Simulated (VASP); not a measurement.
# Si7B (P6/mmm) in VASP: further runs

Runs on Si7B. Level: PBE. Tasks: relaxation of cell and atoms.

All numbers are computed with VASP 6.6.1; they aren't measurements. Logs are shortened: lines on timing, memory, paths and dates and some standing lists are left out, and cuts for length are marked.

**1. The structure**

Symmetry: P6/mmm, No. 191, hexagonal system. The conventional cell has a = 4.560 Å, b = 4.560 Å, c = 7.567 Å, α = 90.00°, β = 90.00°, γ = 120.00°. Si (site symmetry mmm) is surrounded by 2 B at 2.28 Å and 4 Si at 2.28 Å. Si (site symmetry -6m2) is surrounded by 9 Si at 2.63 to 2.83 Å. Si (site symmetry 6mm) has 1 Si at 2.07 Å as nearest neighbours. Around B (site symmetry 6/mmm) lie 6 Si at 2.28 Å.

The cell was built by a generator and needn't be a form met in nature.

**2. Relaxation of cell and atoms, PBE**

The input, INCAR:

```
SYSTEM = Si7B
PREC = Normal ; ENCUT = 520
EDIFF = 1E-4 ; ISMEAR = 0
SIGMA = 0.15 ; LREAL = .False.
LASPH = .True. ; NELM = 60
ALGO = Fast ; ISIF = 3
LWAVE = .False. ; LCHARG = .False.
GGA = PE ; IBRION = 2
NSW = 24 ; EDIFFG = -0.08
```

The input, KPOINTS:

```
regular mesh
0
Gamma
  4 4 3
  0 0 0
```

The input, POSCAR:

```
Si7B
1.0
    4.5595514400      0.0000000000      0.0000000000
   -2.2797757200      3.9486873800      0.0000000000
    0.0000000000      0.0000000000      7.5671568100
Si B
7 1
Direct
    0.5000000000      0.0000000000      0.5000000000
    0.0000000000      0.5000000000      0.5000000000
    0.5000000000      0.5000000000      0.5000000000
    0.3333333300      0.6666666700      0.0000000000
    0.6666666700      0.3333333300      0.0000000000
    0.0000000000      0.0000000000      0.1369144300
    0.0000000000      0.0000000000      0.8630855700
    0.0000000000      0.0000000000      0.5000000000
```

Potentials or basis: VASP PAW PBE potentials, release 64 (Si, B).

On the command line:

```
$ cat potpaw_PBE.64/Si/POTCAR potpaw_PBE.64/B/POTCAR > POTCAR
$ mpirun -np 1 vasp_std > vasp.out
```

OUTCAR:

```text
SYSTEM = Si7B
   PREC = Normal
   ENCUT = 520
   EDIFF = 1E-4
   ISMEAR = 0
   LREAL = .False.
   LASPH = .True.
   NELM = 60
   ISIF = 3
   GGA = PE
   IBRION = 2
   NSW = 24
   EDIFFG = -0.08

 ion  position               nearest neighbor table
   1  0.500  0.000  0.500-   8 2.28   8 2.28   2 2.28   3 2.28   3 2.28   2 2.28
   2  0.000  0.500  0.500-   3 2.28   3 2.28   8 2.28   8 2.28   1 2.28   1 2.28
   3  0.500  0.500  0.500-   2 2.28   2 2.28   8 2.28   1 2.28   1 2.28   8 2.28
   4  0.333  0.667  0.000-   5 2.63   5 2.63   5 2.63   7 2.83   6 2.83   7 2.83   6 2.83   7 2.83
                             6 2.83
   5  0.667  0.333  0.000-   4 2.63   4 2.63   4 2.63   7 2.83   6 2.83   6 2.83   7 2.83   6 2.83
                             7 2.83
   6  0.000  0.000  0.137-   7 2.07   5 2.83   4 2.83   5 2.83   4 2.83   5 2.83   4 2.83
   7  0.000  0.000  0.863-   6 2.07   5 2.83   4 2.83   5 2.83   4 2.83   5 2.83   4 2.83
   8  0.000  0.000  0.500-   1 2.28   1 2.28   3 2.28   2 2.28   2 2.28   3 2.28

  LATTYP: Found a hexagonal cell.
 ALAT       =     4.5595514400
 C/A-ratio  =     1.6596274677

  Lattice vectors:

 A1 = (   4.5595514400,   0.0000000000,   0.0000000000)
 A2 = (  -2.2797757200,   3.9486873800,   0.0000000000)
 A3 = (   0.0000000000,   0.0000000000,   7.5671568100)

Analysis of symmetry for initial positions (statically):
=====================================================================
 Subroutine PRICEL returns:
 Original cell was already a primitive cell.

 Routine SETGRP: Setting up the symmetry group for a
 hexagonal supercell.

 Subroutine GETGRP returns: Found 24 space group operations
 (whereof 24 operations were pure point group operations)
 out of a pool of 24 trial point group operations.

The static configuration has the point symmetry D_6h.

Analysis of symmetry for dynamics (positions and initial velocities):
=====================================================================
 Subroutine PRICEL returns:
 Original cell was already a primitive cell.

 Routine SETGRP: Setting up the symmetry group for a
 hexagonal supercell.

 Subroutine GETGRP returns: Found 24 space group operations
 (whereof 24 operations were pure point group operations)
 out of a pool of 24 trial point group operations.

The dynamic configuration has the point symmetry D_6h.

 Subroutine INISYM returns: Found 24 space group operations
 (whereof 24 operations are pure point group operations),
 and found     1 'primitive' translations

----------------------------------------------------------------------------------------

                                     Primitive cell

  volume of cell :     136.2409

  direct lattice vectors                    reciprocal lattice vectors
     4.559551440  0.000000000  0.000000000     0.219319820  0.126624357  0.000000000
    -2.279775720  3.948687380  0.000000000     0.000000000  0.253248714  0.000000000
     0.000000000  0.000000000  7.567156810     0.000000000  0.000000000  0.132150030

  length of vectors
     4.559551440  4.559551443  7.567156810     0.253248714  0.253248714  0.132150030

  position of ions in fractional coordinates (direct lattice)
     0.500000000  0.000000000  0.500000000
     1.000000000  0.500000000  0.500000000
     0.500000000  0.500000000  0.500000000
     0.333333330  0.666666670  0.000000000
     0.666666670  0.333333330  0.000000000
     0.000000000  0.000000000  0.136914430
     0.000000000  0.000000000  0.863085570
     0.000000000  0.000000000  0.500000000

  ion indices of the primitive-cell ions
   primitive index   ion index
                 1           1
                 2           2
                 3           3
                 4           4
                 5           5
                 6           6
                 7           7
                 8           8

----------------------------------------------------------------------------------------

 KPOINTS: regular mesh

Automatic generation of k-mesh.
 Grid dimensions read from file:
 generate k-points for:    4    4    3

 Generating k-lattice:

  Cartesian coordinates                     Fractional coordinates (reciprocal lattice)
     0.054829955  0.031656089  0.000000000     0.250000000 -0.000000000  0.000000000
     0.000000000  0.063312178  0.000000000     0.000000000  0.250000000  0.000000000
     0.000000000  0.000000000  0.044050010     0.000000000  0.000000000  0.333333333

  Length of vectors
     0.063312178  0.063312178  0.044050010

  Shift w.r.t. Gamma in fractional coordinates (k-lattice)
     0.000000000  0.000000000  0.000000000

 Subroutine IBZKPT returns following result:
 ===========================================

 Found      8 irreducible k-points:

 Following reciprocal coordinates:
            Coordinates               Weight
  0.000000  0.000000  0.000000      1.000000
  0.250000 -0.000000  0.000000      6.000000
  0.500000 -0.000000  0.000000      3.000000
  0.250000  0.250000  0.000000      6.000000
  0.000000  0.000000  0.333333      2.000000
  0.250000 -0.000000  0.333333     12.000000
  0.500000 -0.000000  0.333333      6.000000
  0.250000  0.250000  0.333333     12.000000
   k-points           NKPTS =      8   k-points in BZ     NKDIM =      8   number of bands    NBANDS=     20
   number of dos      NEDOS =    301   number of ions     NIONS =      8
   total plane-waves  NPLWV =  32928
   dimension x,y,z NGX =    28 NGY =   28 NGZ =   42
   dimension x,y,z NGXF=    56 NGYF=   56 NGZF=   84
   ions per type =               7   1
   NGX,Y,Z   is equivalent  to a cutoff of  10.21, 10.21,  9.23 a.u.
   NGXF,Y,Z  is equivalent  to a cutoff of  20.42, 20.42, 18.45 a.u.
 SYSTEM =  Si7B
   PREC   = normal    normal or accurate (medium, high low for compatibility)
   ISTART =      0    job   : 0-new  1-cont  2-samecut
   ICHARG =      2    charge: 1-file 2-atom 10-const
   ISPIN  =      1    spin polarized calculation?
   LNONCOLLINEAR =      F non collinear calculations
   LSORBIT =      F    spin-orbit coupling
   LASPH  =      T    aspherical Exc in radial PAW
   ENCUT  =  520.0 eV  38.22 Ry    6.18 a.u.   8.48  8.48 14.07*2*pi/ulx,y,z
   NELM   =     60;   NELMIN=  2; NELMDL= -5     # of ELM steps
   EDIFF  = 0.1E-03   stopping-criterion for ELM
   LREAL  =      F    real-space projection
   EDIFFG = -.8E-01   stopping-criterion for IOM
   NSW    =     24    number of steps for IOM
   IBRION =      2    ionic relax: 0-MD 1-quasi-New 2-CG
   NFREE  =      1    steps in history (QN), initial steepest desc. (CG)
   ISIF   =      3    stress and relaxation
   ISYM   =      2    0-nonsym 1-usesym 2-fastsym
   POTIM  = 0.5000    time-step for ionic-motion
   TEBEG  =    0.0;   TEEND  =   0.0 temperature during run
   PSTRESS=    0.0 pullay stress
   NELECT =      31.0000    total number of electrons
   NUPDOWN=      -1.0000    fix difference up-down
   EMIN   =  10.00;   EMAX   =-10.00  energy-range for DOS
   EFERMI =   0.00;   METHOD = LEGACY
   ISMEAR =     0;   SIGMA  =   0.15  broadening in eV -4-tet -1-fermi 0-gaus
   EFERMI_NEDOS =   21; number of points for ismear=-14 and -15
   IALGO  =     68    algorithm
   IMIX   =      4    mixing-type and parameters
     AMIX     =   0.40;   BMIX     =  1.00
     AMIX_MAG =   1.60;   BMIX_MAG =  1.00
  volume/ion in A,a.u.               =      17.03       114.92
  Fermi-wavevector in a.u.,A,eV,Ry     =   0.999446  1.888680 13.590767  0.998893
  Thomas-Fermi vector in A             =   2.131737
   LORBIT       =      0    0 simple, 1 ext, 2 COOP (PROOUT), +10 PAW based schemes
   GGA     = PE    functional components
   LHFCALC =     F    Hartree Fock is set to
   AEXX    =    0.0000 exact exchange contribution
   IVDW    =     0    specifies the selected vdW correction
   LEPSILON=     F    determine dielectric tensor
   LRPA    =     F    only Hartree local field effects (RPA)
 conjugate gradient relaxation of ions
 non-spin polarized calculation
 RMM-DIIS sequential band-by-band and
 Gauss-broadening in eV      SIGMA  =   0.15
  energy-cutoff  :      520.00
  volume of cell :      136.24
 maximum number of plane-waves:      3695
   NGX = 17   NGY = 17   NGZ = 29

--------------------------------------- Ionic step        1  -------------------------------------------

 number of electron      31.0000000 magnetization

 Free energy of the ion-electron system (eV)
  ---------------------------------------------------
  ext. energy  EPLUGINS =         0.00000000
  ---------------------------------------------------
  free energy    TOTEN  =       -35.97518440 eV

  energy without entropy =      -35.90551412  energy(sigma->0) =      -35.94034926

------------------------ aborting loop because EDIFF is reached ----------------------------------------

  FORCE on cell =-STRESS in cart. coord.  units (eV):
  Direction    XX          YY          ZZ          XY          YZ          ZX
  --------------------------------------------------------------------------------------
  -------------------------------------------------------------------------------------
  Total        1.6557346      1.6557346      4.4394700      0.0000000      0.0000000      0.0000000
  in kB       19.4712438     19.4712438     52.2076449      0.0000000      0.0000000      0.0000000
  external PRESSURE =      30.3833775 kB  Pullay stress =       0.0000000 kB
[... 477 lines left out ...]
      4      -0.4247      2.00000
      5       1.5243      2.00000
      6       2.3379      2.00000
[... 12 lines left out ...]
     19      13.1366      0.00000
     20      16.7137      0.00000

[... ionic steps 4 to 18 ...]

--------------------------------------- Ionic step       19  -------------------------------------------

 number of electron      30.9999996 magnetization

------------------------ aborting loop because EDIFF is reached ----------------------------------------

  FORCE on cell =-STRESS in cart. coord.  units (eV):
  Direction    XX          YY          ZZ          XY          YZ          ZX
  --------------------------------------------------------------------------------------
  -------------------------------------------------------------------------------------
  Total       -0.5962847     -0.5962847     -0.5051565      0.0000000     -0.0000000     -0.0000000
  in kB       -7.6470703     -7.6470704     -6.4783950      0.0000000     -0.0000000     -0.0000000
  external PRESSURE =      -7.2575119 kB  Pullay stress =       0.0000000 kB
[... 69 lines left out ...]
  energy  without entropy=      -37.7292691504  energy(sigma->0) =      -37.75041262

--------------------------------------- Ionic step       21  -------------------------------------------

 number of electron      30.9999996 magnetization

 Free energy of the ion-electron system (eV)
  ---------------------------------------------------
  ext. energy  EPLUGINS =         0.00000000
  ---------------------------------------------------
  free energy    TOTEN  =       -37.77220094 eV

  energy without entropy =      -37.73021106  energy(sigma->0) =      -37.75120600

 E-fermi :   8.3430     XC(G=0): -10.6174

 val. band max:        8.2549645312   @ k =   0.2500  -0.0000   0.3333
 cond. band min:       8.3941149646   @ k =   0.5000  -0.0000   0.3333
 fundamental gap:      0.1391504334
 Fermi energy:         8.3430083280

 k-point     1 :       0.0000    0.0000    0.0000
  band No.  band energies     occupation
      1      -5.7431      2.00000
      2      -2.5016      2.00000
      3      -0.5677      2.00000
      4       0.9880      2.00000
      5       1.9285      2.00000
      6       1.9285      2.00000
[... 208 lines left out ...]
  FREE ENERGIE OF THE ION-ELECTRON SYSTEM (eV)
  ---------------------------------------------------
  free  energy   TOTEN  =       -37.7722009426 eV

  energy  without entropy=      -37.7302110599  energy(sigma->0) =      -37.75120600

 reached required accuracy - stopping structural energy minimisation
```

It took 1.7 min on 1 thread of Intel Xeon Platinum 8488C (Sapphire Rapids), shared host; peak memory 0.18 GiB.

What came out:

```
Free energy                            : -37.7722 eV
Relaxed volume                         : 15.49 Å³/atom
Relaxed cell                           : a = 4.834 Å, b = 4.834 Å, c = 6.124 Å, α = 90.00°, β = 90.00°, γ = 120.00°
Space group after relaxing (to 0.05 Å) : P6/mmm (No. 191)
Energy gained by relaxing              : 224.6 meV/atom
Ionic steps                            : 21
Pressure after relaxing                : 0.0 GPa
Largest force after relaxing           : 0.047 eV/Å
Band gap on the k mesh                 : none (metal or under the smearing width)
```

Forces in eV/Å, atoms in the order of the input:
```
Si   0.000  0.000  0.000
Si   0.000  0.000  0.000
Si   0.000  0.000  0.000
Si   0.000  0.000  0.000
Si   0.000  0.000  0.000
Si   0.000  0.000  0.047
Si   0.000  0.000 -0.047
B    0.000  0.000  0.000
```

Stress tensor (GPa, compression positive):
```
-0.23  0.00  0.00
 0.00 -0.23  0.00
 0.00  0.00  0.48
```

The path:
```tsv
step	energy change (eV)	largest force (eV/Å)	pressure (GPa)	volume (Å³)
1	0.0000	3.6735	3.04	136.24
2	-0.3696	0.2775	-2.05	142.70
3	-0.4137	0.2487	-0.73	140.57
4	-0.4855	0.3332	-1.46	139.33
5	-0.7968	0.8959	-2.97	135.37
6	-1.7308	0.1590	-1.66	126.23
7	15.0040	35.7027	63.79	102.82
8	-1.4004	3.0330	-0.84	125.72
9	-0.2520	1.4998	12.07	115.10
10	-1.5507	3.1751	1.40	122.93
11	-1.5667	2.9285	1.58	122.74
12	-1.5922	2.1692	2.33	122.17
13	-1.5932	1.9273	2.56	122.00
14	-1.6086	1.8627	2.39	122.15
15	-1.6508	1.6765	1.81	122.61
16	-1.7192	1.3453	0.69	123.51
17	-1.7743	0.8103	-0.98	125.29
18	-1.7745	0.8381	-0.91	125.19
19	-1.7829	0.6766	-0.73	124.93
20	-1.7964	0.1834	-0.14	124.16
21	-1.7970	0.0471	0.00	123.95
```

Final structure:
```
CELL_PARAMETERS angstrom
4.83437 0.00000 0.00000
-2.41719 4.18669 0.00000
0.00000 0.00000 6.12380
ATOMIC_POSITIONS crystal
Si 0.50000 0.00000 0.50000
Si 0.00000 0.50000 0.50000
Si 0.50000 0.50000 0.50000
Si 0.33333 0.66667 0.00000
Si 0.66667 0.33333 0.00000
Si 0.00000 0.00000 0.18119
Si 0.00000 0.00000 0.81881
B 0.00000 0.00000 0.50000
```

Caveat: the k mesh is coarse (spacing up to 0.40 Å⁻¹), so the values aren't converged; the relaxation stopped at a loose force limit of 0.08 eV/Å, so its end isn't a converged minimum.

(Part 1 of 2 ends here.)
